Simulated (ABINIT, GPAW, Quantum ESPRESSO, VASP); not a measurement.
# Code comparison for ZrH (P4_2/mmc, 4 atoms in the cell)

Self-consistent single point, at a second geometry (lattice scaled by 0.98). First geometry:

```yaml
crystal:
  lattice:
    - [3.26696, 0.00000, 0.00000]
    - [0.00000, 3.26696, 0.00000]
    - [0.00000, 0.00000, 5.04998]
  atoms:
    - { symbol: Zr, position: [0.00000, 0.50000, 0.50000] }
    - { symbol: Zr, position: [0.50000, 0.00000, 0.00000] }
    - { symbol: H, position: [0.50000, 0.50000, 0.25000] }
    - { symbol: H, position: [0.50000, 0.50000, 0.75000] }
```

Shared settings, as Quantum ESPRESSO writes them: occupations = smearing; smearing = fd; degauss = 0.0036749 Ry; K_POINTS = automatic 7 7 5 0 0 0. Potentials and cutoffs stand in the table.

```json
[
 {"code": "GPAW", "model": "PBEsol, GPAW PAW datasets PBEsol (made by gpaw-setup)", "ΔF from the first geometry (meV/atom)": "-16.8", "pressure (GPa)": "0.14", "cutoff": "800 eV"},
 {"code": "VASP", "model": "PBEsol, VASP's PBE PAW potentials (set 64)", "ΔF from the first geometry (meV/atom)": "-13.4", "pressure (GPa)": "-0.74", "cutoff": "300 eV"},
 {"code": "Quantum ESPRESSO", "model": "PBEsol, PseudoDojo standard norm-conserving (PBESOL) pseudopotentials", "ΔF from the first geometry (meV/atom)": "-14.8", "pressure (GPa)": "0.59", "cutoff": "75 Ry"},
 {"code": "ABINIT", "model": "PBEsol, norm-conserving pseudopotentials (PseudoDojo nc-sr-04 PBEsol standard)", "ΔF from the first geometry (meV/atom)": "-14.8", "pressure (GPa)": "0.59", "cutoff": "36 Ha"}
]
```

For VASP (by 1.5 GPa) the energy change implies a higher mean pressure, against the two pressures, than for the other programs: a sign of finite-basis (Pulay) stress.

The spread over the programs that give each value: ΔF from the first geometry within 3.4 meV/atom; pressure within 1.33 GPa.

In the pressure, VASP (by 1.10) lies more than 1 GPa from the median of the plane-wave programs.

VASP's run is marked for a possible Pulay error in its stress at this cutoff; no cutoff test was made.

The starting cell comes from a database of computed structures (which also holds hypothetical and non-ambient phases and stackings), without a prior relaxation at this level. Its lattice was rescaled by a random factor within 2.5 % of one. For this run, on top of that: lattice scaled by 0.98.

Left out of this page: Ansatz, CP2K, FLEUR and SIESTA (not drawn, or without a comparable value).
